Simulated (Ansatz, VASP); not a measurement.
## HfB2: VASP beside Ansatz

One calculation is typed for both programs; each brings its own data sets. How far apart do they land? The cell is taken from a series of runs on this material, whose earlier steps may have relaxed, scaled, displaced or heated it; both programs get it as it stands.

Calculated with Ansatz 0.2.0; plane waves, with VASP 6.6.1 beside it; zone-centre phonons at PBEsol.

### Step 1. Set-up

The structure is hexagonal, space group P6/mmm (No. 191). The conventional cell has a = 3.146 Å, b = 3.146 Å, c = 3.344 Å, α = 90.00°, β = 90.00°, γ = 120.00°. Nearest to B lie 3 B at 1.82 Å and 6 Hf at 2.47 Å. Nearest to Hf lie 12 B at 2.47 Å. Farther neighbours are not listed.

Coordinates:

```cif
data_structure
_symmetry_space_group_name_H-M 'P 1'
_symmetry_Int_Tables_number 1
_cell_length_a 3.1465
_cell_length_b 3.1465
_cell_length_c 3.3438
_cell_angle_alpha 90.000
_cell_angle_beta 90.000
_cell_angle_gamma 120.000
_cell_volume 28.67
loop_
_atom_site_label
_atom_site_type_symbol
_atom_site_fract_x
_atom_site_fract_y
_atom_site_fract_z
_atom_site_occupancy
B1 B 0.33333 0.66667 0.50000 1
B2 B 0.66667 0.33333 0.50000 1
Hf3 Hf 0.00000 0.00000 0.00000 1
```

### Step 2. VASP: zone-centre phonons, PBEsol

Second derivatives magnify differences that forces hide, and they need a tight electronic threshold.

Lines of VASP's logs that name or quote its potential files are left out, and so is its time.

File INCAR:

```
SYSTEM = HfB2
PREC = Accurate
ENCUT = 500
EDIFF = 1E-08
NELM = 120
ISMEAR = 1
SIGMA = 0.2
LREAL = .FALSE.
ALGO = Normal
GGA = PS
NBANDS = 14
LASPH = .TRUE.
LORBIT = 11
LWAVE = .FALSE.
LCHARG = .FALSE.
ISIF = 2
IBRION = 8
GGA_COMPAT = .FALSE.
KPAR = 2
```

File POSCAR:

```
HfB2
1.0
    3.1464623427      0.0000000000      0.0000000000
   -1.5732311714      2.7249163208      0.0000000000
    0.0000000000      0.0000000000      3.3437830508
B Hf
2 1
Direct
    0.3333333333      0.6666666667      0.5000000000
    0.6666666667      0.3333333333      0.5000000000
    0.0000000000      0.0000000000      0.0000000000
```

File KPOINTS:

```
Automatic mesh
0
Gamma
15 15 12
0 0 0
```

The projector-augmented-wave data sets are B and Hf_pv (PBE family, release 64).

On the command line:

```
mpirun -np 2 vasp_std
```

Numbers of over 12 decimals in the logs are rounded to 6 here.

Output:

```text
[banner, memory and clock lines left out]
running    2 mpi-ranks, on    1 nodes
 distrk:  each k-point on    1 cores,    2 groups
 distr:  one band on    1 cores,    1 groups

 POSCAR found type information on POSCAR B Hf
 POSCAR found :  2 types and       3 ions
|                                                                             |
|               ----> ADVICE to this user running VASP <----                  |
|                                                                             |
|     You enforced a specific xc type in the INCAR file but a different       |
|     [... a line on the potential file left out ...]
|     I HOPE YOU KNOW WHAT YOU ARE DOING!                                     |
|                                                                             |

 LDA part: xc-table for (Slater+PW92), standard interpolation
 POSCAR, INCAR and KPOINTS ok, starting setup
 FFT: planning ... GRIDC
 FFT: planning ... GRID_SOFT
 FFT: planning ... GRID
 WAVECAR not read
 entering main loop
       N       E                     dE             d eps       ncg     rms          rms(c)
DAV:   1     0.265411627627E+02    0.26541E+02   -0.80030E+03  5292   0.106E+03
DAV:   2    -0.284287580375E+02   -0.54970E+02   -0.51552E+02  6834   0.226E+02
DAV:   3    -0.299207061371E+02   -0.14919E+01   -0.14840E+01  7044   0.278E+01
DAV:   4    -0.299276420639E+02   -0.69359E-02   -0.69349E-02  6078   0.225E+00
DAV:   5    -0.299276861204E+02   -0.44056E-04   -0.44055E-04  6954   0.156E-01    0.584E+01
DAV:   6    -0.279521234764E+02    0.19756E+01   -0.30538E+00  6432   0.121E+01    0.414E+01
DAV:   7    -0.279119922338E+02    0.40131E-01   -0.12137E+00  6702   0.788E+00    0.994E+00
DAV:   8    -0.278312238575E+02    0.80768E-01   -0.36456E-01  6348   0.442E+00    0.159E+00
DAV:   9    -0.278274811753E+02    0.37427E-02   -0.24469E-02  6156   0.125E+00    0.311E-01
DAV:  10    -0.278273761619E+02    0.10501E-03   -0.73196E-04  6662   0.227E-01    0.258E-01
DAV:  11    -0.278273798019E+02   -0.36401E-05   -0.42983E-05  6546   0.498E-02    0.666E-02
DAV:  12    -0.278273782911E+02    0.15108E-05   -0.32330E-06  6372   0.142E-02    0.281E-02
DAV:  13    -0.278273784250E+02   -0.13389E-06   -0.13470E-07  6696   0.319E-03    0.330E-03
DAV:  14    -0.278273784335E+02   -0.85258E-08   -0.20160E-08  5770   0.116E-03
   1 F= -.27827378E+02 E0= -.27827342E+02  d E =-.108686E-03
 Linear response reoptimize wavefunctions to high precision
DAV:   1    -0.278273784563E+02   -0.22815E-07   -0.37437E-09  6192   0.510E-04
DAV:   2    -0.278273784563E+02   -0.13188E-10   -0.10931E-10  2946   0.871E-05
 Linear response DOF=           4
 Linear response progress:
  Degree of freedom:   1/  4
       N       E                     dE             d eps       ncg     rms          rms(c)
RMM:   1    -0.446283744254E-01   -0.44628E-01    0.26900E-02 53159   0.116E+00
RMM:   2    -0.434411423690E-01    0.11872E-02   -0.12299E-03 38143   0.205E-01    0.308E-01
RMM:   3    -0.433152439000E-01    0.12590E-03   -0.56333E-04 34172   0.120E-01    0.164E-01
RMM:   4    -0.438227308576E-01   -0.50749E-03   -0.53232E-04 34666   0.111E-01    0.208E-02
RMM:   5    -0.437822633798E-01    0.40467E-04   -0.17049E-05 37829   0.237E-02    0.678E-03
RMM:   6    -0.437800423779E-01    0.22210E-05   -0.75296E-07 40041   0.443E-03    0.195E-03
RMM:   7    -0.437751474889E-01    0.48949E-05   -0.94838E-08 39925   0.174E-03    0.877E-04
RMM:   8    -0.437761824270E-01   -0.10349E-05   -0.65417E-09 41738   0.361E-04    0.374E-04
RMM:   9    -0.437762422648E-01   -0.59838E-07   -0.45510E-09 41942   0.894E-05    0.172E-04
RMM:  10    -0.437764059754E-01   -0.16371E-06   -0.35882E-09 39423   0.523E-05    0.153E-05
RMM:  11    -0.437764281603E-01   -0.22185E-07   -0.12927E-09 41828   0.133E-05    0.112E-05
RMM:  12    -0.437764267347E-01    0.14256E-08    0.13029E-10 38071   0.479E-06    0.136E-05
 first order change of Fermi-energy   0.14909E-04
 force on displaced ion       1 direction 1 : -16.323  -0.001   0.000
 Linear response progress:
  Degree of freedom:   2/  4
       N       E                     dE             d eps       ncg     rms          rms(c)
RMM:   1    -0.451973187442E-01   -0.45197E-01    0.39708E-02 18320   0.129E+00
RMM:   2    -0.450654279595E-01    0.13189E-03   -0.10514E-03 13567   0.194E-01    0.450E-01
RMM:   3    -0.449688755473E-01    0.96552E-04   -0.65899E-04 12240   0.133E-01    0.219E-01
RMM:   4    -0.454178901440E-01   -0.44901E-03   -0.37893E-04 13353   0.925E-02    0.289E-02
RMM:   5    -0.454438523778E-01   -0.25962E-04   -0.18180E-05 13703   0.273E-02    0.862E-03
RMM:   6    -0.454430476343E-01    0.80474E-06   -0.71123E-07 13797   0.589E-03    0.213E-03
RMM:   7    -0.454304769241E-01    0.12571E-04   -0.77340E-08 13065   0.220E-03    0.307E-04
RMM:   8    -0.454306857209E-01   -0.20880E-06    0.17513E-08 14740   0.420E-04    0.776E-05
RMM:   9    -0.454306339642E-01    0.51757E-07    0.16193E-08 14927   0.887E-05    0.571E-05
RMM:  10    -0.454307207542E-01   -0.86790E-07    0.32550E-10 15013   0.282E-05    0.300E-05
RMM:  11    -0.454306654324E-01    0.55322E-07   -0.55708E-10 13745   0.205E-05    0.476E-06
RMM:  12    -0.454306726913E-01   -0.72590E-08   -0.95030E-11 14266   0.454E-06    0.187E-06
 first order change of Fermi-energy  -0.73404E-04
 force on displaced ion       1 direction 3 :  -0.000   0.000 -11.032
 Linear response progress:
  Degree of freedom:   3/  4
       N       E                     dE             d eps       ncg     rms          rms(c)
RMM:   1    -0.206764853421E+00   -0.20676E+00    0.46609E+00 13884   0.125E+01
RMM:   2    -0.204560313417E+00    0.22045E-02   -0.33390E-02 19306   0.125E+00    0.542E-01
RMM:   3    -0.203956160194E+00    0.60415E-03   -0.10648E-03 25316   0.164E-01    0.256E-01
RMM:   4    -0.203484671057E+00    0.47149E-03   -0.76126E-05 26177   0.542E-02    0.148E-01
RMM:   5    -0.203069561955E+00    0.41511E-03   -0.25267E-05 26554   0.358E-02    0.119E-02
RMM:   6    -0.203060878657E+00    0.86833E-05   -0.20033E-06 25957   0.989E-03    0.462E-03
RMM:   7    -0.203072064923E+00   -0.11186E-04    0.42864E-07 28200   0.229E-03    0.438E-03
RMM:   8    -0.203070833564E+00    0.12314E-05    0.61312E-07 26652   0.595E-04    0.600E-04
RMM:   9    -0.203070548578E+00    0.28499E-06   -0.40578E-08 28690   0.225E-04    0.415E-04
RMM:  10    -0.203070818912E+00   -0.27033E-06   -0.19321E-07 27486   0.718E-05    0.614E-06
RMM:  11    -0.203070816207E+00    0.27044E-08   -0.49120E-08 28635   0.277E-05    0.181E-05
 first order change of Fermi-energy   0.65927E-04
 force on displaced ion       3 direction 1 : -15.930   0.000   0.000
 Linear response progress:
  Degree of freedom:   4/  4
       N       E                     dE             d eps       ncg     rms          rms(c)
RMM:   1    -0.224304827333E+00   -0.22430E+00    0.46166E+00  6057   0.127E+01
RMM:   2    -0.222114976154E+00    0.21899E-02   -0.37927E-02  8152   0.132E+00    0.855E-01
RMM:   3    -0.221613909201E+00    0.50107E-03   -0.19674E-03 10607   0.203E-01    0.430E-01
RMM:   4    -0.221195256842E+00    0.41865E-03   -0.20343E-04 10109   0.754E-02    0.169E-01
RMM:   5    -0.220955174604E+00    0.24008E-03   -0.24857E-05 10699   0.319E-02    0.252E-02
RMM:   6    -0.220894341635E+00    0.60833E-04   -0.64504E-06 10718   0.979E-03    0.449E-03
RMM:   7    -0.220906791049E+00   -0.12449E-04    0.16738E-05 11405   0.314E-03    0.472E-03
RMM:   8    -0.220902885910E+00    0.39051E-05    0.17629E-05 11632   0.881E-04    0.135E-03
RMM:   9    -0.220901733867E+00    0.11520E-05    0.96321E-06 11593   0.324E-04    0.131E-04
RMM:  10    -0.220901613205E+00    0.12066E-06    0.43587E-06 12322   0.125E-04    0.765E-05
RMM:  11    -0.220901554654E+00    0.58551E-07    0.21881E-06 12152   0.544E-05    0.732E-05
RMM:  12    -0.220901534022E+00    0.20632E-07    0.11260E-06 11399   0.288E-05    0.575E-06
RMM:  13    -0.220901540980E+00   -0.69578E-08    0.57733E-07 10819   0.155E-05    0.937E-06
RMM:  14    -0.220901526537E+00    0.14443E-07    0.31260E-07  9306   0.922E-06    0.571E-06
RMM:  15    -0.220901522445E+00    0.40917E-08    0.15914E-07  7738   0.593E-06    0.101E-06
RMM:  16    -0.220901519036E+00    0.34090E-08    0.81564E-08  7138   0.422E-06    0.671E-07
 first order change of Fermi-energy   0.41233E-03
 force on displaced ion       3 direction 3 :  -0.000   0.000 -18.316
 Linear response finished
```

Parts of OUTCAR (step 2):

```text
ion  position               nearest neighbor table
   1  0.333  0.667  0.500-   2 1.82   2 1.82   2 1.82   3 2.47   3 2.47   3 2.47   3 2.47   3 2.47
                             3 2.47
   2  0.667  0.333  0.500-   1 1.82   1 1.82   1 1.82   3 2.47   3 2.47   3 2.47   3 2.47   3 2.47
                             3 2.47
   3  0.000  0.000  0.000-   1 2.47   2 2.47   1 2.47   2 2.47   1 2.47   1 2.47   2 2.47   2 2.47
                             2 2.47   2 2.47   1 2.47   1 2.47

  LATTYP: Found a hexagonal cell.
 ALAT       =     3.1464623427
 C/A-ratio  =     1.0627119243

 Subroutine GETGRP returns: Found 24 space group operations
 (whereof 24 operations were pure point group operations)

The static configuration has the point symmetry D_6h.

 Found    189 irreducible k-points:

   k-points           NKPTS =    189   k-points in BZ     NKDIM =    189   number of bands    NBANDS=     14

   dimension x,y,z NGX =    24 NGY =   24 NGZ =   24
   dimension x,y,z NGXF=    48 NGYF=   48 NGZF=   48

   ENCUT  =  500.0 eV  36.75 Ry    6.06 a.u.   5.74  5.74  6.10*2*pi/ulx,y,z

   NELECT =      16.0000    total number of electrons

 k-points in reciprocal lattice and weights: Automatic mesh
   0.00000000  0.00000000  0.00000000       0.000
   0.06666667  0.00000000  0.00000000       0.002
   0.13333333 -0.00000000  0.00000000       0.002
   0.20000000 -0.00000000  0.00000000       0.002
   0.26666667 -0.00000000  0.00000000       0.002
   0.33333333 -0.00000000  0.00000000       0.002
   0.40000000 -0.00000000  0.00000000       0.002
   0.46666667 -0.00000000  0.00000000       0.002
   0.06666667  0.06666667  0.00000000       0.002
[...]
0.33333333  0.26666667  0.50000000       0.004
   0.33333333  0.33333333  0.50000000       0.001

 average (electrostatic) potential at core
       1 -24.9364       2 -24.9364       3 -33.6149

  Total       -0.0048250     -0.0048250      2.4134886      0.0000000      0.0000000      0.0000000
  in kB       -0.2696475     -0.2696475    134.8782864      0.0000000      0.0000000      0.0000000
  external PRESSURE =      44.7796638 kB  Pullay stress =       0.0000000 kB

  energy-cutoff  :      500.00
  volume of cell :       28.67
      direct lattice vectors                 reciprocal lattice vectors
     3.146462343  0.000000000  0.000000000     0.317817247  0.183491873  0.000000000
    -1.573231171  2.724916321  0.000000000     0.000000000  0.366983746  0.000000000
     0.000000000  0.000000000  3.343783051     0.000000000  0.000000000  0.299062465

 POSITION                                       TOTAL-FORCE (eV/Angst)
 -----------------------------------------------------------------------------------
     -0.00000      1.81661      1.67189         0.000000     -0.000000     -0.000000
      1.57323      0.90831      1.67189        -0.000000      0.000000      0.000000
      0.00000      0.00000      0.00000        -0.000000      0.000000      0.000000
 -----------------------------------------------------------------------------------
    total drift:                               -0.000000      0.000000      0.000000

 Eigenvectors and eigenvalues of the dynamical matrix
 ----------------------------------------------------

   1 f  =   23.619835 THz   148.407803 2PiTHz  787.872905 cm-1    97.683747 meV
             X         Y         Z           dx          dy          dz
     -0.000000  1.816611  1.671892    -0.613509    0.351578    0.000000
      1.573231  0.908305  1.671892     0.613509   -0.351578   -0.000000
      0.000000  0.000000  0.000000     0.000000    0.000000    0.000000

   2 f  =   23.619835 THz   148.407803 2PiTHz  787.872905 cm-1    97.683747 meV
             X         Y         Z           dx          dy          dz
     -0.000000  1.816611  1.671892     0.351578    0.613509    0.000000
      1.573231  0.908305  1.671892    -0.351578   -0.613509   -0.000000
      0.000000  0.000000  0.000000     0.000000    0.000000    0.000000

   3 f  =   17.078967 THz   107.310313 2PiTHz  569.693011 cm-1    70.632899 meV
             X         Y         Z           dx          dy          dz
     -0.000000  1.816611  1.671892     0.000000   -0.000000   -0.707107
      1.573231  0.908305  1.671892     0.000000   -0.000000    0.707107
      0.000000  0.000000  0.000000    -0.000000    0.000000    0.000000

   4 f  =   15.236945 THz    95.736547 2PiTHz  508.249765 cm-1    63.014911 meV
             X         Y         Z           dx          dy          dz
     -0.000000  1.816611  1.671892    -0.000000    0.000000   -0.667823
      1.573231  0.908305  1.671892    -0.000000    0.000000   -0.667823
      0.000000  0.000000  0.000000    -0.000000    0.000000    0.328671

   5 f  =   14.210391 THz    89.286520 2PiTHz  474.007625 cm-1    58.769429 meV
             X         Y         Z           dx          dy          dz
     -0.000000  1.816611  1.671892    -0.579424    0.332053   -0.000000
      1.573231  0.908305  1.671892    -0.579424    0.332053    0.000000
      0.000000  0.000000  0.000000     0.285153   -0.163414    0.000000

   6 f  =   14.210391 THz    89.286520 2PiTHz  474.007625 cm-1    58.769429 meV
             X         Y         Z           dx          dy          dz
     -0.000000  1.816611  1.671892    -0.332053   -0.579424   -0.000000
      1.573231  0.908305  1.671892    -0.332053   -0.579424    0.000000
      0.000000  0.000000  0.000000     0.163414    0.285153    0.000000

   7 f/i=    0.000606 THz     0.003809 2PiTHz    0.020220 cm-1     0.002507 meV
             X         Y         Z           dx          dy          dz
     -0.000000  1.816611  1.671892     0.000000   -0.000000    0.232406
      1.573231  0.908305  1.671892     0.000000   -0.000000    0.232406
      0.000000  0.000000  0.000000     0.000000   -0.000000    0.944444

   8 f/i=    0.000763 THz     0.004793 2PiTHz    0.025447 cm-1     0.003155 meV
             X         Y         Z           dx          dy          dz
     -0.000000  1.816611  1.671892    -0.231589    0.019352    0.000000
      1.573231  0.908305  1.671892    -0.231589    0.019352    0.000000
      0.000000  0.000000  0.000000    -0.941169    0.078645    0.000000

   9 f/i=    0.000763 THz     0.004793 2PiTHz    0.025447 cm-1     0.003155 meV
             X         Y         Z           dx          dy          dz
     -0.000000  1.816611  1.671892     0.019352    0.231589    0.000000
      1.573231  0.908305  1.671892     0.019352    0.231589    0.000000
      0.000000  0.000000  0.000000     0.078645    0.941169    0.000000

 ELASTIC MODULI CONTR FROM IONIC RELAXATION (kBar)
 Direction    XX          YY          ZZ          XY          YZ          ZX
 --------------------------------------------------------------------------------
 XX         -18.0904     18.0904     -0.0000      0.0000      0.0000     -0.0000
 YY          18.0904    -18.0904      0.0000      0.0000      0.0000      0.0000
 ZZ          -0.0000      0.0000     -0.0000      0.0000      0.0000     -0.0000
 XY           0.0000      0.0000      0.0000    -18.0904      0.0000      0.0000
 YZ           0.0000      0.0000      0.0000      0.0000      0.0000      0.0000
 ZX          -0.0000      0.0000     -0.0000      0.0000      0.0000     -0.0000
 --------------------------------------------------------------------------------
```

[end of part 1 of 2]

[Lines on the potential files, build, host, timing and source positions are cut from VASP's logs without a mark.]

[Logs are printed without paths, hosts, clocks, repeated set-up lines and the standing remarks that a program may print on its own settings, such as how far it seeks lower states.]

[Hosts, paths, dates, database ids (printed as entryN), source tags and the programs' standing remarks are cut or masked in the printed files.]
